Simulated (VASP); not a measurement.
Computed with r2SCAN+rVV10, VASP's PBE PAW potentials (set 64) (plane waves; VASP 6.6.1).

VASP ran on this input.

### POSCAR
```
CsPbCl3
5.6305720
  0.9999999898   0.0000000000   0.0000000000
  0.0000000000   0.9999999898   0.0000000000
  0.0000000000   0.0000000000   0.9999999898
Cs Pb Cl
1 1 3
Cart
  0.0000000000   0.0000000000   0.0000000000
  0.4999999949   0.4999999949   0.4999999949
  0.4999999949   0.0000000000   0.4999999949
  0.0000000000   0.4999999949   0.4999999949
  0.4999999949   0.4999999949   0.0000000000
```

File KPOINTS:
```
Automatic mesh
0
Gamma
4 4 4
0 0 0
```

INCAR:
```
# general
SYSTEM  =CsPbCl3
PREC    =Accurate
ENCUT   =520   # plane-wave cut-off (eV)
LREAL   =.False.   # projection in real space or not
LASPH   =.True.   # aspherical one-centre terms

# electronic loop
EDIFF   =1E-7   # SCF stop (eV)
NELM    =100
ALGO    =Normal
LMAXMIX =4
LMIXTAU =.True.

# smearing
ISMEAR  =0
SIGMA   =0.05   # width (eV)

# functional
METAGGA =R2SCAN
LUSE_VDW=.True.
BPARAM  =11.95
CPARAM  =0.0093

# ions
ISIF    =2   # forces and stress, cell fixed

# output
LWAVE   =.False.
LCHARG  =.False.
```

POTCAR, in this order: Cs_sv Pb_d Cl (PBE.64 set). Program: vasp_std.

Output

### OSZICAR
```
       N       E                     dE             d eps       ncg     rms          rms(c)
DAV:   1     0.326816582111E+03    0.32682E+03   -0.19793E+04   520   0.156E+03
DAV:   2    -0.633323463483E+02   -0.39015E+03   -0.38107E+03   640   0.357E+02
DAV:   3    -0.115643304478E+03   -0.52311E+02   -0.51548E+02   614   0.138E+02
DAV:   4    -0.117906918451E+03   -0.22636E+01   -0.22517E+01   712   0.343E+01
DAV:   5    -0.117968974886E+03   -0.62056E-01   -0.62026E-01   684   0.497E+00    0.543E+00
DAV:   6    -0.110648971783E+03    0.73200E+01   -0.37903E+00   698   0.295E+01    0.484E+00
DAV:   7    -0.105395105168E+03    0.52539E+01   -0.16077E+00   542   0.861E+00    0.183E+00
DAV:   8    -0.106511132856E+03   -0.11160E+01   -0.10061E+00   676   0.647E+00    0.136E+00
DAV:   9    -0.106354698038E+03    0.15643E+00   -0.46883E-01   540   0.629E+00    0.116E+00
DAV:  10    -0.106661717619E+03   -0.30702E+00   -0.30386E-01   540   0.544E+00    0.492E-01
DAV:  11    -0.106674666568E+03   -0.12949E-01   -0.73518E-02   684   0.222E+00    0.397E-01
DAV:  12    -0.106663191619E+03    0.11475E-01   -0.45369E-03   652   0.700E-01    0.287E-01
DAV:  13    -0.106674215548E+03   -0.11024E-01   -0.27478E-02   560   0.204E+00    0.221E-01
DAV:  14    -0.106675312001E+03   -0.10965E-02   -0.11595E-02   530   0.128E+00    0.121E-01
DAV:  15    -0.106676541887E+03   -0.12299E-02   -0.38424E-04   708   0.186E-01    0.869E-02
DAV:  16    -0.106678566041E+03   -0.20242E-02   -0.11693E-03   558   0.371E-01    0.221E-02
DAV:  17    -0.106678430111E+03    0.13593E-03   -0.27958E-04   608   0.140E-01    0.216E-02
DAV:  18    -0.106678822950E+03   -0.39284E-03   -0.13134E-04   534   0.124E-01    0.774E-03
DAV:  19    -0.106678810128E+03    0.12823E-04   -0.89344E-06   624   0.296E-02    0.107E-02
DAV:  20    -0.106678866314E+03   -0.56186E-04   -0.25209E-05   552   0.545E-02    0.279E-03
DAV:  21    -0.106678870246E+03   -0.39321E-05   -0.26993E-06   620   0.168E-02    0.229E-03
DAV:  22    -0.106678872502E+03   -0.22559E-05   -0.11972E-06   650   0.110E-02    0.667E-04
DAV:  23    -0.106678872521E+03   -0.19026E-07   -0.80987E-08   470   0.287E-03
   1 F= -.10667887E+03 E0= -.10667887E+03  d E =-.525421E-13
```

**OUTCAR**
```
------------------------ aborting loop because EDIFF is reached ----------------------------------------
  FORCE on cell =-STRESS in cart. coord.  units (eV):
  Direction    XX          YY          ZZ          XY          YZ          ZX
  --------------------------------------------------------------------------------------
  Total        0.0447224      0.0447224      0.0447224      0.0000000      0.0000000     -0.0000000
  in kB        0.4014009      0.4014009      0.4014009      0.0000000      0.0000000     -0.0000000
  external PRESSURE =       0.4014009 kB  Pullay stress =       0.0000000 kB
  volume of cell :      178.51
      direct lattice vectors                 reciprocal lattice vectors
     5.630571943  0.000000000  0.000000000     0.177601851  0.000000000  0.000000000
     0.000000000  5.630571943  0.000000000     0.000000000  0.177601851  0.000000000
     0.000000000  0.000000000  5.630571943     0.000000000  0.000000000  0.177601851
 POSITION                                       TOTAL-FORCE (eV/Angst)
 -----------------------------------------------------------------------------------
      0.00000      0.00000      0.00000         0.000000      0.000000      0.000000
      2.81529      2.81529      2.81529         0.000000      0.000000      0.000000
      2.81529      0.00000      2.81529         0.000000      0.000000      0.000000
      0.00000      2.81529      2.81529         0.000000      0.000000      0.000000
      2.81529      2.81529      0.00000         0.000000      0.000000      0.000000
 -----------------------------------------------------------------------------------
    total drift:                                0.000000     -0.000000     -0.000000
  FREE ENERGIE OF THE ION-ELECTRON SYSTEM (eV)
  ---------------------------------------------------
  free  energy   TOTEN  =      -106.6788725212 eV

  energy  without entropy=     -106.6788725212  energy(sigma->0) =     -106.67887252
```
(Selected blocks of OUTCAR.)

The compound is CsPbCl3 in the cubic perovskite structure, the ideal cubic form; the compound distorts at low or room temperature. It was relaxed first.
